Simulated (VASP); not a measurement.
Data:

```
CdZnSe2
1.0
    4.12189     0.00000     0.00000
    0.00000     4.12189     0.00000
    0.00000     0.00000     5.90574
Zn Cd Se
1 1 2
Direct
  0.50000   0.50000   0.50000
  0.00000   0.00000   0.00000
  0.00000   0.50000   0.72628
  0.50000   0.00000   0.27372
```

All values below come from PBEsol GGA, VASP's PBE PAW potentials (set 64) (plane waves; VASP 6.6.1). Settings: 400 eV cut-off, Gaussian smearing of 0.050 eV, potentials Zn Cd Se.

### Question
Give the energies of bands 8 to 21 at the high-symmetry points, in eV from the valence-band maximum.

### Answer

| band | Γ | X | M | Z | R | A |
|---|---|---|---|---|---|---|
| 8 | -6.45 | -6.45 | -6.38 | -6.47 | -6.44 | -6.36 |
| 9 | -6.45 | -6.41 | -6.37 | -6.47 | -6.32 | -6.36 |
| 10 | -6.37 | -6.26 | -6.23 | -6.47 | -6.24 | -6.23 |
| 11 | -6.23 | -6.25 | -6.14 | -6.30 | -6.21 | -6.09 |
| 12 | -6.19 | -6.21 | -6.14 | -6.19 | -6.16 | -6.09 |
| 13 | -4.58 | -4.23 | -4.95 | -2.88 | -5.08 | -4.95 |
| 14 | -2.14 | -3.76 | -4.15 | -2.84 | -4.80 | -3.92 |
| 15 | -2.14 | -2.62 | -2.23 | -1.49 | -1.12 | -2.71 |
| 16 | -0.17 | -2.23 | -2.10 | -1.49 | -0.91 | -2.54 |
| 17 | 0.00 | -1.13 | -2.10 | -0.91 | -0.85 | -2.54 |
| 18 | 0.00 | -0.67 | -1.99 | -0.91 | -0.61 | -2.51 |
| 19 | 0.73 | 3.54 | 2.85 | 3.27 | 2.21 | 5.05 |
| 20 | 2.99 | 4.14 | 2.85 | 3.58 | 2.38 | 5.17 |
| 21 | 3.49 | 5.63 | 3.19 | 3.99 | 5.88 | 5.17 |

The gap is direct, 0.73 eV, from the valence maximum at Γ to the conduction minimum at Γ.

The structure comes from a computed database's ZnCdSe2 entry (P-4m2); how it stands against other phases isn't given here. It was relaxed first.
